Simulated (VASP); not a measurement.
VASP input:

**KPOINTS**
```
Automatic mesh
0
Gamma
13 13 7
0 0 0
```

### INCAR
```
IVDW  =  12
ISMEAR  =  1   # Methfessel-Paxton
IBRION  =  2
LCHARG  =  .FALSE.
PREC  =  Accurate
EDIFF  =  1E-7   # SCF stop (eV)
ENCUT  =  520   # plane-wave cut-off (eV)
ALGO  =  Normal   # blocked Davidson
GGA  =  PE   # PBE
LWAVE  =  .FALSE.
ISIF  =  4   # ions and shape, fixed volume
LASPH  =  .TRUE.
NELM  =  100   # most electronic steps
SYSTEM  =  Hf
LMAXMIX  =  6
SIGMA  =  0.1   # width (eV)
LREAL  =  .FALSE.   # projection in real space or not
EDIFFG  =  -0.01   # ionic stop
NSW  =  30   # most ionic steps
```

POSCAR:
```
Hf
1
    1.5996474263    -2.7706705789     0.0000000000
    1.5996474263     2.7706705789     0.0000000000
    0.0000000000     0.0000000000     5.0609694705
Hf
2
Direct
  0.3333330000   0.6666670000   0.2500000000
  0.6666670000   0.3333330000   0.7500000000
```

POTCAR, in this order: Hf_pv (PBE.64 set). Program: vasp_std.

Task: Translate this PBE-D3(BJ) calculation to Quantum ESPRESSO's pw.x.

Result: One equivalent input (not run):
```
&CONTROL
  calculation = 'vc-relax'
  pseudo_dir = './pseudo'
  outdir = './out'
  tprnfor = .true.
  tstress = .true.
  nstep = 30
  forc_conv_thr = 0.00039
/
&SYSTEM
  ibrav = 0
  nat = 2
  ntyp = 1
  ecutwfc = 58
  occupations = 'smearing'
  smearing = 'methfessel-paxton'
  degauss = 0.00735
  input_dft = 'pbe'
  vdw_corr = 'grimme-d3'
  dftd3_version = 4
  dftd3_threebody = .false.
/
&ELECTRONS
  conv_thr = 7.3e-09
  electron_maxstep = 100
/
&IONS
/
&CELL
  cell_dofree = 'shape'
/
ATOMIC_SPECIES
  Hf 178.490 Hf.upf
CELL_PARAMETERS angstrom
     1.5996474   -2.7706706    0.0000000
     1.5996474    2.7706706    0.0000000
     0.0000000    0.0000000    5.0609695
ATOMIC_POSITIONS crystal
  Hf   0.3333330  0.6666670  0.2500000
  Hf   0.6666670  0.3333330  0.7500000
K_POINTS automatic
  13 13 7 0 0 0
```
What does not carry over: the potentials are each code's own (VASP's PAW set, PseudoDojo norm-conserving files in pw.x), so ENCUT and ecutwfc are chosen apart and not converted; conv_thr bounds pw.x's estimated SCF error, while EDIFF bounds the energy change between steps; forc_conv_thr acts on force components and is met together with etot_conv_thr.

The compound is Hf in the hcp structure. This cell is one point of a volume scan, at 1.03 of the reference volume. Symmetry was kept, so distortions that lower it aren't found.
